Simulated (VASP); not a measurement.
**Cd₂Zn₂Te₄ (ordered alloy cell): computed properties**

The numbers are results of PBEsol GGA, VASP's PBE PAW potentials (set 64) (plane waves; VASP), not measurements.

For Cd2Zn2Te4, the space group comes out as R3m (160), the cell is a = b = 4.4311 Å, c = 21.8112 Å, α = β = 90.00°, γ = 120.00° and the volume per atom is 30.91 Å³/atom. The band gap (on the k-mesh) is 0.72 eV. The smallest direct gap (on the k-mesh) is 0.72 eV and the band-edge character is direct, Γ to Γ. The density comes out as 5.82 g/cm³.

```cif
data_Cd3Te6Zn3
_chemical_formula_sum 'Zn3 Te6 Cd3'
_space_group_name_H-M_alt 'R3m :H'
_space_group_IT_number 160
_space_group_name_Hall 'R 3 -2"'
_cell_length_a 4.43109
_cell_length_b 4.43109
_cell_length_c 21.81123
_cell_angle_alpha 90.000
_cell_angle_beta 90.000
_cell_angle_gamma 120.000
loop_
_atom_site_label
_atom_site_type_symbol
_atom_site_symmetry_multiplicity
_atom_site_Wyckoff_symbol
_atom_site_fract_x
_atom_site_fract_y
_atom_site_fract_z
_atom_site_occupancy
Zn1 Zn 3 a 0.00000 0.00000 0.00079 1
Te1 Te 3 a 0.00000 0.00000 0.37021 1
Te2 Te 3 a 0.00000 0.00000 0.88049 1
Cd1 Cd 3 a 0.00000 0.00000 0.49852 1
```
(The calculation used a cell of 8 atoms; values per cell refer to that cell.)

Unless said otherwise, spin-orbit coupling is left out, though it shifts the bands of the heavy elements here.

The structure was generated: Cd2Zn2Te4 was put into an ordered model structure (R3m), which need not be its known phase. It was relaxed first. Symmetry was kept, so distortions that lower it aren't found.
